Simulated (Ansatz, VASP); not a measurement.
Two plane-wave programs on Bi3Os

INCAR

```
ALGO = Normal
EDIFF = 1E-6
ENCUT = 520
GGA = PE
ISIF = 2
ISMEAR = 0
LASPH = True
LCHARG = False
LREAL = False
LWAVE = False
NBANDS = 34
NELM = 80
PREC = Accurate
SIGMA = 0.1
```

File KPOINTS:

```
k-points
0
Gamma
  4 4 4
```

Contents of POSCAR:

```
Bi3Os
1.0
    4.6906976911      0.0000000000      0.0000000000
    0.0000000000      4.6906976911      0.0000000000
    0.0000000000      0.0000000000      4.6906976911
Bi Os
3 1
Direct
    0.0000000000      0.5000000000      0.5000000000
    0.5000000000      0.0000000000      0.5000000000
    0.5000000000      0.5000000000      0.0000000000
    0.0000000000      0.0000000000      0.0000000000
```

Input for Ansatz:

```yaml
crystal:
  lattice:
    - [4.6906976911, 0.0, 0.0]
    - [0.0, 4.6906976911, 0.0]
    - [0.0, 0.0, 4.6906976911]
  atoms:
    - { symbol: Bi, position: [0.0, 0.5, 0.5] }
    - { symbol: Bi, position: [0.5, 0.0, 0.5] }
    - { symbol: Bi, position: [0.5, 0.5, 0.0] }
    - { symbol: Os, position: [0.0, 0.0, 0.0] }
basis:
  ecutwfc: 420
kpoints:
  mp_grid: { grid: [4, 4, 4] }
hamiltonian:
  xc: pbe
scf:
  occupations: { method: gaussian, width: 0.1 }
  lower_state_search: "off"
output:
  forces: true
  stress: true
  eigenvalues: true
```

Alike in both runs: task single point; functional PBE; k mesh 4 × 4 × 4; occupations gaussian, width 0.1 eV; no spin polarisation.

|  | VASP | Ansatz |
| --- | --- | --- |
| version | VASP 6.6.1 | Ansatz 0.2.0 |
| potentials or method | VASP PAW PBE potentials, release 64 (Bi_d, Os) | scalar-relativistic, plane waves, PAW |
| plane-wave cutoff (eV) | 520 | 420 |
| valence electrons in the cell | 53 | 61 |

VASP gave:

| Quantity | Value |
| --- | --- |
| gap on the k mesh at the Fermi level (eV) | none |
| pressure (GPa) | -1.6 |

Q: Which values does Ansatz return?

A: gap on the k mesh at the Fermi level (eV): none; pressure (GPa): -1.5.

A gap of «none» marks a metal or a gap that the smearing closes. The two sets of potentials don't hold the same shells in valence.

Caveats: spin-orbit coupling is left out, which moves the levels of the heavy elements.
